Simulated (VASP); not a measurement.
```
C33Si32
1.0
    8.75833     0.00000     0.00000
    0.00000     8.75833     0.00000
    0.00000     0.00000     8.75833
Si C
32 33
Direct
  0.50042   0.99912   0.99740
  0.75169   0.24995   0.99847
  0.74928   0.99945   0.24630
  0.99902   0.99893   0.99568
  0.25028   0.25021   0.99767
  0.50108   0.50099   0.00055
  0.75076   0.75070   0.99781
  0.24853   0.99301   0.24158
  0.49873   0.25093   0.24928
  0.75286   0.50016   0.24703
  0.49878   0.99781   0.49723
  0.75089   0.25085   0.49755
  0.75049   0.99963   0.74735
  0.99913   0.50035   0.99745
  0.25004   0.75164   0.99849
  0.99309   0.24836   0.24158
  0.25097   0.49868   0.24926
  0.50033   0.75279   0.24699
  0.99472   0.99468   0.49527
  0.21854   0.21854   0.46719
  0.51042   0.51038   0.49169
  0.75359   0.75354   0.49585
  0.25000   0.99876   0.74648
  0.50992   0.24822   0.76155
  0.75231   0.50193   0.74777
  0.99949   0.74918   0.24637
  0.99784   0.49874   0.49727
  0.25090   0.75079   0.49752
  0.99881   0.24992   0.74650
  0.24821   0.50994   0.76157
  0.50200   0.75225   0.74783
  0.99966   0.75050   0.74740
  0.62431   0.12574   0.12248
  0.87391   0.37551   0.11988
  0.87321   0.12374   0.37145
  0.12376   0.12363   0.12065
  0.37501   0.37494   0.12359
  0.62615   0.62603   0.12416
  0.87522   0.87514   0.12194
  0.37394   0.11322   0.36332
  0.62905   0.37545   0.37228
  0.87617   0.62571   0.37209
  0.62270   0.12684   0.62307
  0.87490   0.37500   0.62311
  0.87484   0.12515   0.87169
  0.12577   0.62427   0.12250
  0.37568   0.87383   0.11983
  0.11321   0.37390   0.36331
  0.37554   0.62900   0.37223
  0.62584   0.87617   0.37203
  0.11814   0.11808   0.62205
  0.40790   0.40795   0.65809
  0.63213   0.63211   0.62195
  0.87490   0.87488   0.62245
  0.37427   0.12525   0.87142
  0.63035   0.37746   0.87760
  0.87596   0.62613   0.87291
  0.12381   0.87318   0.37145
  0.12684   0.62268   0.62307
  0.37508   0.87481   0.62311
  0.12530   0.37422   0.87145
  0.37753   0.63030   0.87763
  0.62618   0.87595   0.87291
  0.12527   0.87482   0.87170
  0.35182   0.35173   0.52809
```

Computed with HSE06 screened hybrid, VASP's PBE PAW potentials (set 64) (plane waves; VASP). Settings: PREC = Normal, LREAL = Auto, ISYM = 0, EDIFF = 1E-5, 400 eV cut-off, 1×1×1 Γ-centred mesh, Gaussian smearing of 0.050 eV, potentials Si C.

The supercell is sampled at Γ alone, which is coarse: total energies, pressure and levels can be off, energies of defects by several tenths of an eV.

Task: Predict the energy per atom (σ→0).

Result: 
```
Quantity                        Value
---------------------  --------------
energy per atom (σ→0)  -8.623 eV/atom
```

The cell is a supercell with a defect, built from SiC (zinc blende): C_i. The cell's shape comes from a PBE relaxation. The run is not spin-polarised, so no state with unpaired spins was tried.
